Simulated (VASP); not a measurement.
Level of theory: r2SCAN meta-GGA, VASP's PBE PAW potentials (set 64) (plane waves; VASP).

VASP ran on this input.

POSCAR:
```
HfO2
1
    0.0000000000     2.5104630631     2.5104630631
    2.5104630631     0.0000000000     2.5104630631
    2.5104630631     2.5104630631     0.0000000000
Hf O
1 2
Direct
  0.0000000000   0.0000000000   0.0000000000
  0.2500000000   0.2500000000   0.2500000000
  0.7500000000   0.7500000000   0.7500000000
```

**INCAR**
```
# general
SYSTEM  = HfO2
PREC    = Accurate
ENCUT   = 520   # plane-wave cut-off (eV)
LREAL   = .FALSE.
LASPH   = .TRUE.   # aspherical one-centre terms

# electronic loop
EDIFF   = 1E-6   # SCF stop (eV)
NELM    = 100   # most electronic steps
ALGO    = Normal   # blocked Davidson
LMAXMIX = 6   # l cut-off of mixed one-centre charges
LMIXTAU = .TRUE.

# smearing
ISMEAR  = 0
SIGMA   = 0.05   # width (eV)

# functional
METAGGA = R2SCAN

# ions
IBRION  = 2   # conjugate gradients
NSW     = 60
ISIF    = 3   # ions, shape and volume
EDIFFG  = -0.02

# output
LWAVE   = .FALSE.
LCHARG  = .FALSE.
```

KPOINTS:
```
Regular mesh
0
G
7 7 7
```

POTCAR, in this order: Hf_pv O (PBE.64 set). Program: vasp_std.

Output of the run:

OSZICAR:
```
       N       E                     dE             d eps       ncg     rms          rms(c)
DAV:   1     0.661334857722E+02    0.66133E+02   -0.13406E+04   600   0.150E+03
DAV:   2    -0.766077739130E+02   -0.14274E+03   -0.14039E+03   768   0.341E+02
DAV:   3    -0.805634490535E+02   -0.39557E+01   -0.39529E+01   782   0.557E+01
DAV:   4    -0.805840507047E+02   -0.20602E-01   -0.20600E-01   768   0.438E+00
DAV:   5    -0.805842290237E+02   -0.17832E-03   -0.17831E-03   796   0.367E-01    0.551E+01
DAV:   6    -0.680571116651E+02    0.12527E+02   -0.16320E+01   677   0.324E+01    0.422E+01
DAV:   7    -0.696332866719E+02   -0.15762E+01   -0.26910E+00   691   0.146E+01    0.248E+01
DAV:   8    -0.664010568055E+02    0.32322E+01   -0.17950E+00   600   0.155E+01    0.352E+00
DAV:   9    -0.683567020701E+02   -0.19556E+01   -0.74843E-01   600   0.103E+01    0.559E+00
DAV:  10    -0.686447646403E+02   -0.28806E+00   -0.78396E-01   677   0.783E+00    0.255E+00
DAV:  11    -0.685466477809E+02    0.98117E-01   -0.44901E-02   691   0.194E+00    0.114E+00
DAV:  12    -0.685437618442E+02    0.28859E-02   -0.72856E-03   733   0.843E-01    0.754E-01
DAV:  13    -0.685502224806E+02   -0.64606E-02   -0.68812E-03   663   0.707E-01    0.368E-01
DAV:  14    -0.685496474396E+02    0.57504E-03   -0.77578E-04   691   0.257E-01    0.322E-01
DAV:  15    -0.685503407705E+02   -0.69333E-03   -0.13137E-03   712   0.277E-01    0.451E-02
DAV:  16    -0.685503547497E+02   -0.13979E-04   -0.52057E-05   705   0.713E-02    0.174E-02
DAV:  17    -0.685503611565E+02   -0.64068E-05   -0.10088E-05   670   0.322E-02    0.801E-03
DAV:  18    -0.685503641752E+02   -0.30187E-05   -0.89056E-07   517   0.133E-02    0.486E-03
DAV:  19    -0.685503637917E+02    0.38356E-06   -0.35597E-07   370   0.555E-03
   1 F= -.68550364E+02 E0= -.68550364E+02  d E =-.685504E+02
       N       E                     dE             d eps       ncg     rms          rms(c)
DAV:   1    -0.685896123025E+02   -0.39248E-01   -0.11130E+00   670   0.104E+01    0.353E+00
DAV:   2    -0.685524569563E+02    0.37155E-01   -0.16531E-01   621   0.319E+00    0.994E-01
DAV:   3    -0.685487483916E+02    0.37086E-02   -0.70898E-03   713   0.789E-01    0.700E-01
DAV:   4    -0.685475243868E+02    0.12240E-02   -0.34753E-03   747   0.562E-01    0.417E-01
DAV:   5    -0.685426373152E+02    0.48871E-02   -0.24025E-03   600   0.678E-01    0.168E-01
DAV:   6    -0.685476741596E+02   -0.50368E-02   -0.10090E-03   614   0.445E-01    0.129E-01
DAV:   7    -0.685477522199E+02   -0.78060E-04   -0.83637E-05   670   0.117E-01    0.265E-02
DAV:   8    -0.685477231717E+02    0.29048E-04   -0.84233E-06   698   0.347E-02    0.334E-02
DAV:   9    -0.685477559947E+02   -0.32823E-04   -0.59145E-06   614   0.311E-02    0.187E-02
DAV:  10    -0.685477622213E+02   -0.62267E-05   -0.15988E-06   573   0.137E-02    0.217E-02
DAV:  11    -0.685477619985E+02    0.22287E-06   -0.13801E-07   335   0.365E-03
   2 F= -.68547762E+02 E0= -.68547762E+02  d E =0.260179E-02
       N       E                     dE             d eps       ncg     rms          rms(c)
DAV:   1    -0.685680063932E+02   -0.20244E-01   -0.41472E-01   670   0.640E+00    0.213E+00
DAV:   2    -0.685539016714E+02    0.14105E-01   -0.60574E-02   628   0.193E+00    0.598E-01
DAV:   3    -0.685524724058E+02    0.14293E-02   -0.25657E-03   719   0.484E-01    0.423E-01
DAV:   4    -0.685519444997E+02    0.52791E-03   -0.12387E-03   726   0.338E-01    0.255E-01
DAV:   5    -0.685509159918E+02    0.10285E-02   -0.76995E-04   614   0.368E-01    0.115E-01
DAV:   6    -0.685519937048E+02   -0.10777E-02   -0.26713E-04   600   0.212E-01    0.615E-02
DAV:   7    -0.685520333988E+02   -0.39694E-04   -0.33553E-05   635   0.769E-02    0.162E-02
DAV:   8    -0.685520265230E+02    0.68758E-05   -0.36093E-06   733   0.227E-02    0.206E-02
DAV:   9    -0.685520346705E+02   -0.81475E-05   -0.30598E-06   566   0.211E-02    0.109E-02
DAV:  10    -0.685520357558E+02   -0.10853E-05   -0.60533E-07   440   0.843E-03    0.139E-02
DAV:  11    -0.685520357571E+02   -0.13147E-08   -0.59657E-08   307   0.232E-03
   3 F= -.68552036E+02 E0= -.68552036E+02  d E =-.167197E-02
```

File OUTCAR:
```
------------------------ aborting loop because EDIFF is reached ----------------------------------------
  FORCE on cell =-STRESS in cart. coord.  units (eV):
  Direction    XX          YY          ZZ          XY          YZ          ZX
  --------------------------------------------------------------------------------------
  Total       -0.0178722     -0.0178722     -0.0178722      0.0000000      0.0000000      0.0000000
  in kB       -0.8977512     -0.8977512     -0.8977512      0.0000000      0.0000000      0.0000000
  external PRESSURE =      -0.8977512 kB  Pullay stress =       0.0000000 kB
  volume of cell :       31.90
      direct lattice vectors                 reciprocal lattice vectors
     0.000000000  2.517102044  2.517102044    -0.198641132  0.198641132  0.198641132
     2.517102044  0.000000000  2.517102044     0.198641132 -0.198641132  0.198641132
     2.517102044  2.517102044  0.000000000     0.198641132  0.198641132 -0.198641132
 POSITION                                       TOTAL-FORCE (eV/Angst)
 -----------------------------------------------------------------------------------
      0.00000      0.00000      0.00000        -0.000000      0.000000     -0.000000
      1.25855      1.25855      1.25855         0.000000      0.000000     -0.000000
      3.77565      3.77565      3.77565        -0.000000     -0.000000      0.000000
 -----------------------------------------------------------------------------------
    total drift:                                0.000000      0.000000      0.000000
  FREE ENERGIE OF THE ION-ELECTRON SYSTEM (eV)
  ---------------------------------------------------
  free  energy   TOTEN  =       -68.5520357571 eV

  energy  without entropy=      -68.5520357571  energy(sigma->0) =      -68.55203576

 reached required accuracy - stopping structural energy minimisation
```
(Selected blocks of OUTCAR.)

File CONTCAR:
```
HfO2
   1.00000000000000
     0.0000000000000000    2.5171020441493623    2.5171020441493623
     2.5171020441493623    0.0000000000000000    2.5171020441493623
     2.5171020441493623    2.5171020441493623    0.0000000000000000
  Hf              O
     1     2
Direct
     0.0000000000000000    0.0000000000000000    0.0000000000000000
     0.2500000000000000    0.2500000000000000    0.2500000000000000
     0.7500000000000000    0.7500000000000000    0.7500000000000000
```

The compound is HfO2 in the fluorite structure, the high-temperature cubic form, which is unstable at 0 K; the monoclinic form is the stable one. This run relaxes it. Symmetry was kept, so distortions that lower it aren't found. The start is the result of an earlier pass.
